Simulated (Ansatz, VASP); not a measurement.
## Tl3Mo in VASP and in Ansatz

```xyz
4
Lattice="-3.0802 3.0802 3.0802 3.0802 -3.0802 3.0802 3.0802 3.0802 -3.0802" Properties=species:S:1:pos:R:3 pbc="T T T"
Tl    3.0802    0.0000    0.0000
Tl    0.0000    3.0802    0.0000
Tl    0.0000    0.0000    3.0802
Mo    0.0000    0.0000    0.0000
```

Change from the starting cell: species swapped into the Sb3Au type (Im-3m, No. 229).

Alike in both runs: task relaxation of cell and atoms; functional PBE; k mesh 10 × 10 × 10; occupations gaussian, width 0.1 eV; no spin polarisation.

|  | VASP | Ansatz |
| --- | --- | --- |
| version | VASP 6.6.1 | Ansatz 0.2.0 |
| potentials or method | VASP PAW PBE potentials, release 64 (Tl_d, Mo_sv) | scalar-relativistic, plane waves, PAW |
| plane-wave cutoff (eV) | 600 | 420 |
| valence electrons in the cell | 53 | 53 |

```tsv
	VASP	Ansatz	Ansatz less VASP
gap on the k mesh at the Fermi level, each at its own relaxed structure (eV)	none	none	-
relaxed volume (Å³/atom)	27.24	27.23	-0.011
relaxed cell length with the largest relative difference (Å)	5.212	5.211	-0.0007
energy change over the relaxation (meV/atom)	-21	-21	-0.3
```

A gap of «none» marks a metal or a gap that the smearing closes.

The runs have no spin-orbit coupling, so splittings on Tl are missing.
